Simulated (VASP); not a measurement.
A convergence study with VASP on ZnO (wurtzite): one setting is varied, all else stays as given below, so the limit is that of these other settings.

```yaml
crystal:
  lattice:
    - [1.62500, -2.81458, 0.00000]
    - [1.62500, 2.81458, 0.00000]
    - [0.00000, 0.00000, 5.21000]
  atoms:
    - { symbol: Zn, position: [0.66667, 0.33333, 0.50000] }
    - { symbol: Zn, position: [0.33333, 0.66667, 0.00000] }
    - { symbol: O, position: [0.66667, 0.33333, 0.88200] }
    - { symbol: O, position: [0.33333, 0.66667, 0.38200] }
```

Level of theory: PBE GGA, VASP's PBE PAW potentials (set 64) (plane waves; VASP). The tightest run used: 700 eV cut-off, 17×17×9 Γ-centred mesh, Gaussian smearing of 0.050 eV, potentials Zn O.

The settings run are 1×1×1 mesh; 2×2×1 mesh; 3×3×2 mesh; 5×5×3 mesh; 6×6×3 mesh; 7×7×4 mesh; 8×8×4 mesh; 10×10×6 mesh; 11×11×6 mesh; 12×12×7 mesh; 13×13×7 mesh; 14×14×8 mesh; 16×16×9 mesh; 17×17×9 mesh. From which on does the energy per atom stay within 0.005 eV/atom of the tightest run?

From 5×5×3 mesh on: it is off by 0.0019 there and by no more than 0.005 in any finer run, while 3×3×2 mesh is off by 0.0310.
```csv
setting,E (eV/atom),pressure (GPa),irreducible k-points,difference judged (eV/atom)
1×1×1 mesh,-1.8014,36.23,1,2.6573
2×2×1 mesh,-4.3156,4.52,2,0.1432
3×3×2 mesh,-4.4278,5.80,6,0.0310
5×5×3 mesh,-4.4568,5.60,10,0.0019
6×6×3 mesh,-4.4578,5.59,14,0.0009
7×7×4 mesh,-4.4585,5.60,24,0.0003
8×8×4 mesh,-4.4586,5.60,30,0.0002
10×10×6 mesh,-4.4587,5.61,56,0.0000
11×11×6 mesh,-4.4587,5.61,64,0.0000
12×12×7 mesh,-4.4587,5.61,76,0.0000
13×13×7 mesh,-4.4587,5.61,84,0.0000
14×14×8 mesh,-4.4587,5.61,120,0.0000
16×16×9 mesh,-4.4587,5.61,150,0.0000
17×17×9 mesh,-4.4587,5.61,165,0.0000
```

Left out are rungs that failed or repeat a setting and relaxations that didn't move; long series are thinned to 24 rows.

The compound is ZnO in the wurtzite structure. The cell was not relaxed at this level.
